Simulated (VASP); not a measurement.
An input for Quantum ESPRESSO's pw.x (written as the equivalent of a VASP run, and not itself run):

```
&CONTROL
  calculation = 'vc-relax'
  pseudo_dir = './pseudo'
  outdir = './out'
  tprnfor = .true.
  tstress = .true.
  nstep = 60
  forc_conv_thr = 0.00039
/
&SYSTEM
  ibrav = 0
  nat = 2
  ntyp = 2
  ecutwfc = 84
  occupations = 'smearing'
  smearing = 'gaussian'
  degauss = 0.003675
  input_dft = 'pw91'
/
&ELECTRONS
  conv_thr = 7.3e-08
  electron_maxstep = 100
/
&IONS
/
&CELL
/
ATOMIC_SPECIES
  Al 26.982 Al.upf
  As 74.922 As.upf
CELL_PARAMETERS angstrom
     0.0000000    2.8300000    2.8300000
     2.8300000    0.0000000    2.8300000
     2.8300000    2.8300000    0.0000000
ATOMIC_POSITIONS crystal
  Al   0.0000000  0.0000000  0.0000000
  As   0.2500000  0.2500000  0.2500000
K_POINTS automatic
  7 7 7 0 0 0
```

Task: Write the VASP files for the same calculation (PW91).

Result: One answer among several that fit: 
### POSCAR
```
AlAs
1.0
  0.0000000000   2.8300000000   2.8300000000
  2.8300000000   0.0000000000   2.8300000000
  2.8300000000   2.8300000000   0.0000000000
Al As
1 1
direct
  0.0000000000   0.0000000000   0.0000000000
  0.2500000000   0.2500000000   0.2500000000
```

**INCAR**
```
SYSTEM = AlAs
PREC = Accurate
ENCUT = 520
EDIFF = 1E-6
NELM = 100
ALGO = Normal
LREAL = .FALSE.
LASPH = .TRUE.
ISMEAR = 0
SIGMA = 0.05
GGA = 91
LMAXMIX = 4
LWAVE = .FALSE.
LCHARG = .FALSE.
IBRION = 2
ISIF = 3
NSW = 60
EDIFFG = -0.01
```

### KPOINTS
```
Automatic mesh
0
Gamma
7 7 7
0 0 0
```

POTCAR, in this order: Al As (PBE.64 set). Program: vasp_std.

The two are equivalent in intent, not identical: the potentials are each code's own (VASP's PAW set, PseudoDojo norm-conserving files in pw.x), so ENCUT and ecutwfc are chosen apart and not converted; conv_thr bounds pw.x's estimated SCF error, while EDIFF bounds the energy change between steps; forc_conv_thr acts on force components and is met together with etot_conv_thr.

The compound is AlAs in the zinc blende structure. This run relaxes it. Symmetry was kept, so distortions that lower it aren't found.
